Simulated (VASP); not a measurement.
OSZICAR of a VASP run on CuI (zinc blende):

### OSZICAR
```
       N       E                     dE             d eps       ncg     rms          rms(c)
DAV:   1     0.110899189644E+03    0.11090E+03   -0.80004E+03   520   0.145E+03
DAV:   2     0.201821826749E+01   -0.10888E+03   -0.10207E+03   530   0.270E+02
DAV:   3    -0.576405931551E+01   -0.77823E+01   -0.76636E+01   700   0.840E+01
DAV:   4    -0.604134761602E+01   -0.27729E+00   -0.27708E+00   643   0.144E+01
DAV:   5    -0.604733586595E+01   -0.59882E-02   -0.59881E-02   742   0.202E+00    0.551E+00
DAV:   6    -0.596126191334E+01    0.86074E-01   -0.40745E+00   546   0.579E+01    0.358E+00
DAV:   7    -0.579576969631E+01    0.16549E+00   -0.89343E-01   565   0.344E+01    0.166E+00
DAV:   8    -0.579846931116E+01   -0.26996E-02   -0.60961E-02   775   0.437E+00    0.564E-01
DAV:   9    -0.579524742313E+01    0.32219E-02   -0.16245E-02   670   0.400E+00    0.168E-01
DAV:  10    -0.579541855681E+01   -0.17113E-03   -0.73464E-04   620   0.251E-01    0.987E-02
DAV:  11    -0.579550608034E+01   -0.87524E-04   -0.57970E-04   649   0.714E-01    0.353E-02
DAV:  12    -0.579550690357E+01   -0.82323E-06   -0.51353E-05   812   0.109E-01    0.387E-02
DAV:  13    -0.579550634709E+01    0.55648E-06   -0.11228E-06   443   0.224E-02
   1 F= -.57955063E+01 E0= -.57955063E+01  d E =-.579551E+01
       N       E                     dE             d eps       ncg     rms          rms(c)
DAV:   1    -0.606489575752E+01   -0.26939E+00   -0.40422E+00   520   0.503E+01    0.415E+00
DAV:   2    -0.594647946411E+01    0.11842E+00   -0.32410E+00   520   0.534E+01    0.196E+00
DAV:   3    -0.581197112987E+01    0.13451E+00   -0.63036E-01   525   0.308E+01    0.583E-01
DAV:   4    -0.580838185310E+01    0.35893E-02   -0.56358E-02   767   0.314E+00    0.434E-01
DAV:   5    -0.580636730655E+01    0.20145E-02   -0.64546E-03   724   0.248E+00    0.303E-01
DAV:   6    -0.580623012220E+01    0.13718E-03   -0.53214E-04   737   0.201E-01    0.204E-01
DAV:   7    -0.580596627620E+01    0.26385E-03   -0.57976E-04   781   0.859E-01    0.234E-02
DAV:   8    -0.580597632853E+01   -0.10052E-04   -0.11582E-04   545   0.983E-02    0.323E-02
DAV:   9    -0.580597679004E+01   -0.46152E-06   -0.75180E-06   815   0.620E-02
   2 F= -.58059768E+01 E0= -.58059768E+01  d E =-.104704E-01
       N       E                     dE             d eps       ncg     rms          rms(c)
DAV:   1    -0.590559607650E+01   -0.99620E-01   -0.15741E+00   520   0.319E+01    0.253E+00
DAV:   2    -0.585440665306E+01    0.51189E-01   -0.11520E+00   520   0.333E+01    0.114E+00
DAV:   3    -0.580883838756E+01    0.45568E-01   -0.22703E-01   525   0.179E+01    0.389E-01
DAV:   4    -0.580667781753E+01    0.21606E-02   -0.15996E-02   709   0.109E+00    0.234E-01
DAV:   5    -0.580621158408E+01    0.46623E-03   -0.12172E-03   747   0.110E+00    0.176E-01
DAV:   6    -0.580612664186E+01    0.84942E-04   -0.18368E-04   790   0.157E-01    0.909E-02
DAV:   7    -0.580606481884E+01    0.61823E-04   -0.14129E-04   786   0.424E-01    0.143E-02
DAV:   8    -0.580606795546E+01   -0.31366E-05   -0.29506E-05   550   0.412E-02    0.192E-02
DAV:   9    -0.580606776106E+01    0.19439E-06   -0.28995E-06   559   0.443E-02
   3 F= -.58060678E+01 E0= -.58060678E+01  d E =-.105614E-01
       N       E                     dE             d eps       ncg     rms          rms(c)
DAV:   1    -0.581354486791E+01   -0.74769E-02   -0.11670E-01   520   0.885E+00    0.649E-01
DAV:   2    -0.580922393160E+01    0.43209E-02   -0.69345E-02   525   0.884E+00    0.262E-01
DAV:   3    -0.580680124755E+01    0.24227E-02   -0.13652E-02   520   0.407E+00    0.115E-01
DAV:   4    -0.580657415225E+01    0.22710E-03   -0.78976E-04   580   0.278E-01    0.418E-02
DAV:   5    -0.580656329004E+01    0.10862E-04   -0.28358E-05   734   0.133E-01    0.380E-02
DAV:   6    -0.580655819772E+01    0.50923E-05   -0.62599E-06   774   0.349E-02    0.166E-02
DAV:   7    -0.580655726974E+01    0.92798E-06   -0.32431E-06   617   0.619E-02
   4 F= -.58065573E+01 E0= -.58065573E+01  d E =-.110509E-01
       N       E                     dE             d eps       ncg     rms          rms(c)
DAV:   1    -0.582993551261E+01   -0.23377E-01   -0.39419E-01   520   0.162E+01    0.118E+00
DAV:   2    -0.581501398005E+01    0.14922E-01   -0.22717E-01   530   0.162E+01    0.466E-01
DAV:   3    -0.580730503337E+01    0.77089E-02   -0.44428E-02   525   0.722E+00    0.214E-01
DAV:   4    -0.580651248436E+01    0.79255E-03   -0.26696E-03   669   0.588E-01    0.776E-02
DAV:   5    -0.580648071617E+01    0.31768E-04   -0.70653E-05   737   0.188E-01    0.689E-02
DAV:   6    -0.580645847606E+01    0.22240E-04   -0.24901E-05   800   0.922E-02    0.179E-02
DAV:   7    -0.580645784779E+01    0.62827E-06   -0.76220E-06   781   0.792E-02
   5 F= -.58064578E+01 E0= -.58064578E+01  d E =-.109515E-01
       N       E                     dE             d eps       ncg     rms          rms(c)
DAV:   1    -0.581340031872E+01   -0.69418E-02   -0.10983E-01   520   0.849E+00    0.645E-01
DAV:   2    -0.580951772916E+01    0.38826E-02   -0.71111E-02   520   0.862E+00    0.273E-01
DAV:   3    -0.580689382830E+01    0.26239E-02   -0.14100E-02   520   0.423E+00    0.108E-01
DAV:   4    -0.580669609381E+01    0.19773E-03   -0.79201E-04   520   0.189E-01    0.468E-02
DAV:   5    -0.580667958699E+01    0.16507E-04   -0.49041E-05   702   0.211E-01    0.394E-02
DAV:   6    -0.580667410146E+01    0.54855E-05   -0.80057E-06   785   0.301E-02    0.215E-02
DAV:   7    -0.580667037209E+01    0.37294E-05   -0.49554E-06   630   0.806E-02    0.275E-03
DAV:   8    -0.580667043406E+01   -0.61972E-07   -0.13417E-06   354   0.929E-03
   6 F= -.58066704E+01 E0= -.58066704E+01  d E =-.111641E-01
```

**Question.** Which electronic solver shows in the log?

**Answer.** It is blocked Davidson (ALGO = Normal, or the opening steps of other solvers). The INCAR had ALGO = Normal.

**Question.** Can the final energy be trusted as converged?

**Answer.** Self-consistency was reached. It stopped with EDIFF = 1E-6, NELM = 100, NSW = 60 and EDIFFG = -0.01 after 6 ionic steps (AM05 GGA, plane waves, VASP's PBE PAW potentials (set 64)). Energy and stress use the plane-wave basis of the starting cell.

The compound is CuI in the zinc blende structure. This run relaxes it. Symmetry was kept, so distortions that lower it aren't found.
